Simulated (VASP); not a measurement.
Data:

```yaml
crystal:
  lattice:
    - [-3.67417, 3.67417, 4.21314]
    - [3.67417, -3.67417, 4.21314]
    - [3.67417, 3.67417, -4.21314]
  atoms:
    - { symbol: Ca, position: [0.75000, 0.25000, 0.50000] }
    - { symbol: Ca, position: [0.25000, 0.75000, 0.50000] }
    - { symbol: Ca, position: [0.70680, 0.70680, 0.00000] }
    - { symbol: Ca, position: [0.29320, 0.29320, 0.00000] }
    - { symbol: In, position: [0.78323, 0.78323, 0.56646] }
    - { symbol: In, position: [0.21677, 0.21677, 0.43354] }
    - { symbol: In, position: [0.78323, 0.21677, 0.00000] }
    - { symbol: In, position: [0.21677, 0.78323, 0.00000] }
```

The numbers are results of PBEsol GGA, VASP's PBE PAW potentials (set 64) (plane waves; VASP), not measurements. Numerical set-up: 300 eV cut-off, 3×3×3 Γ-centred mesh, Gaussian smearing of 0.10 eV, potentials Ca_sv In_d.

At this cut-off the stress carries a Pulay error, which pulls relaxed volumes low. Unless said otherwise, spin-orbit coupling is left out, though it shifts the bands of the heavy elements here.

Q: Predict the energy per atom (σ→0), pressure, band gap (on the k-mesh) with the smallest direct gap where there is one.

A: 
```json
{
  "band gap (on the k-mesh)": "none (metal, semimetal or under 0.01 eV)",
  "energy per atom (σ→0)": "-296.2 kJ/mol-atom",
  "pressure": "-1.73 GPa"
}
```

Only differences to runs with the same potentials and settings are physical.

The structure comes from a computed database's CaIn entry (I4/mmm); how it stands against other phases isn't given here. The cell was not relaxed at this level. The k-mesh is coarse (spacing up to 0.40 per Å, 2π included), so the numbers may not be converged in it.
